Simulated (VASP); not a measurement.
Given:

```
CELL_PARAMETERS angstrom
      1.90526    -3.30000     0.00000
      1.90526     3.30000     0.00000
      0.00000     0.00000     6.89627
ATOMIC_POSITIONS crystal
  Zr 0.00000 0.00000 0.00000
  Se 0.33333 0.66667 0.22867
  Se 0.66667 0.33333 0.77133
```

Method: PBE GGA, VASP's PBE PAW potentials (set 64) (plane waves; VASP). Settings: 520 eV cut-off, 6×6×3 Γ-centred mesh, Gaussian smearing of 0.050 eV, potentials Zr_sv Se.

Without a dispersion term in the relaxation, distances and binding between the weakly bound layers, chains or molecules are unreliable, and so is what depends on them.

Problem. Predict the energy per atom (σ→0).

Solution. 
| Quantity | Value |
|---|---|
| energy per atom (σ→0) | -6.528 eV/atom |

Total energies compare only between runs with the same potentials, cut-off and functional.

The compound is ZrSe2 in the 1T layered structure. It was relaxed first, which changed the volume by +15 %.
